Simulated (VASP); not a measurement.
# BeZn2Te3: relaxation of cell and atoms with PBE

BeZn2Te3:

```xyz
6
Lattice="4.9390 0.0000 0.0000 -2.4695 4.2773 0.0000 0.0000 0.0000 7.9935" Properties=species:S:1:pos:R:3 pbc="T T T"
Be    0.0000    0.0000    0.0000
Zn    0.0000    2.8515    1.5855
Zn    0.0000    2.8515    6.4080
Te    0.0000    0.0000    3.9968
Te    2.4695    1.4258    3.9968
Te    0.0000    2.8515    3.9968
```

The cell was built by a generator and needn't be a form met in nature.

- Program: VASP 6.6.1
- Task: relaxation of cell and atoms
- Functional: PBE
- Potentials or basis: VASP PAW PBE potentials, release 64 (Be, Zn, Te)
- Cutoff: 520 eV
- k mesh: 3 × 3 × 2
- Occupations: gaussian, width 0.15 eV
- Spin: no spin polarisation
- Further INCAR settings: PREC = Normal; ALGO = Fast; EDIFF = 0.0001; IBRION = 2; EDIFFG = -0.08; NSW = 24; ISIF = 3

```yaml
Relaxed_volume: 33.53 Å³/atom
Relaxed_cell: a = 5.413 Å, b = 5.413 Å, c = 7.927 Å, α = 90.00°, β = 90.00°, γ = 120.00°
Space_group_after_relaxing_to_0.05_Å: P-6m2 (No. 187)
Energy_gained_by_relaxing: 445.0 meV/atom
Ionic_steps: 6
Pressure_after_relaxing: 0.0 GPa
Largest_force_after_relaxing: 0.066 eV/Å
Band_gap_on_the_k_mesh: none (metal or under the smearing width)
```

Forces in eV/Å, atoms in the order of the input:
```
Be   0.000  0.000  0.000
Zn   0.000  0.000 -0.066
Zn   0.000  0.000  0.066
Te   0.000  0.000  0.000
Te   0.000  0.000  0.000
Te   0.000  0.000  0.000
```

Stress tensor (GPa, compression positive):
```
 0.10  0.00  0.00
 0.00  0.10  0.00
 0.00  0.00 -0.30
```

Step by step:
| step | energy change (eV) | largest force (eV/Å) | pressure (GPa) | volume (Å³) |
| --- | --- | --- | --- | --- |
| 1 | 0.0000 | 3.4614 | 13.81 | 168.87 |
| 2 | -2.1741 | 0.7934 | -2.44 | 234.81 |
| 3 | -2.2780 | 1.1662 | -0.94 | 217.74 |
| 4 | -2.4272 | 0.9380 | -0.75 | 213.27 |
| 5 | -2.6702 | 0.0925 | 0.07 | 200.18 |
| 6 | -2.6698 | 0.0663 | -0.03 | 201.15 |

Final structure:
```
Be Zn Te
1.0
     5.41318    0.00000    0.00000
    -2.70659    4.68795    0.00000
     0.00000    0.00000    7.92662
Be Zn Te
1 2 3
Direct
  0.00000 0.00000 0.00000
  0.33333 0.66667 0.15588
  0.33333 0.66667 0.84412
  0.00000 0.00000 0.50000
  0.66667 0.33333 0.50000
  0.33333 0.66667 0.50000
```

Levels at points of the mesh, in eV from the Fermi level:
| k point | band 20 | band 21 | band 22 | band 23 | band 24 | band 25 |
| --- | --- | --- | --- | --- | --- | --- |
| (0.00, 0.00, 0.00) | -1.29 | 0.03 | 0.26 | 1.37 | 1.47 | 1.47 |
| (0.00, 0.00, 0.50) | -1.36 | -1.30 | 0.00 | 0.99 | 1.24 | 1.24 |

Run time: 84 s on 1 thread of Intel(R) Xeon(R) Platinum 8259CL CPU @ 2.50GHz (Skylake/Cascade Lake) (shared host), peak memory 0.21 GiB.

Caveat: the k mesh is coarse (spacing up to 0.49 Å⁻¹), so the values aren't converged; the volume moved by over 15 % at a fixed basis, so the end points are rough; the relaxation stopped at a loose force limit of 0.08 eV/Å, so its end isn't a converged minimum. Spin-orbit coupling is left out, which matters for the levels of Te.
